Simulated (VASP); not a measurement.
Input for VASP

INCAR:
```
EDIFF  =  1E-6   ! SCF stop (eV)
LCHARG  =  .False.
NELM  =  100   ! most electronic steps
LMAXMIX  =  4
EDIFFG  =  -0.01
ENCUT  =  480   ! plane-wave cut-off (eV)
IBRION  =  2
SIGMA  =  0.05
PREC  =  Accurate
LWAVE  =  .False.
NSW  =  60
ISMEAR  =  0
ISIF  =  3   ! ions, shape and volume
LREAL  =  .False.   ! projection in real space or not
ALGO  =  Normal
GGA  =  PS
SYSTEM  =  CaSe
LASPH  =  .True.   ! aspherical one-centre terms
```

File KPOINTS:
```
K-points
0
gamma
 7 7 7
```

POSCAR:
```
CaSe
1.0
  0.0000000000   2.9379995600   2.9379995600
  2.9379995600   0.0000000000   2.9379995600
  2.9379995600   2.9379995600   0.0000000000
Ca Se
1 1
Cartesian
  0.0000000000   0.0000000000   0.0000000000
  2.9379995600   2.9379995600   2.9379995600
```

POTCAR, in this order: Ca_sv Se (PBE.64 set). Program: vasp_std.

Translate this PBEsol calculation to Quantum ESPRESSO's pw.x.

One equivalent input (not run):
```
&CONTROL
  calculation = 'vc-relax'
  pseudo_dir = './pseudo'
  outdir = './out'
  tprnfor = .true.
  tstress = .true.
  nstep = 60
  forc_conv_thr = 0.00039
/
&SYSTEM
  ibrav = 0
  nat = 2
  ntyp = 2
  ecutwfc = 86
  occupations = 'smearing'
  smearing = 'gaussian'
  degauss = 0.003675
  input_dft = 'pbesol'
/
&ELECTRONS
  conv_thr = 7.3e-08
  electron_maxstep = 100
/
&IONS
/
&CELL
/
ATOMIC_SPECIES
  Ca 40.078 Ca.upf
  Se 78.971 Se.upf
CELL_PARAMETERS angstrom
     0.0000000    2.9379996    2.9379996
     2.9379996    0.0000000    2.9379996
     2.9379996    2.9379996    0.0000000
ATOMIC_POSITIONS crystal
  Ca   0.0000000  0.0000000  0.0000000
  Se   0.5000000  0.5000000  0.5000000
K_POINTS automatic
  7 7 7 0 0 0
```
What does not carry over: the potentials are each code's own (VASP's PAW set, PseudoDojo norm-conserving files in pw.x), so ENCUT and ecutwfc are chosen apart and not converted; conv_thr bounds pw.x's estimated SCF error, while EDIFF bounds the energy change between steps; forc_conv_thr acts on force components and is met together with etot_conv_thr.

The compound is CaSe in the rock salt structure. It was relaxed first. The start is the result of an earlier pass.
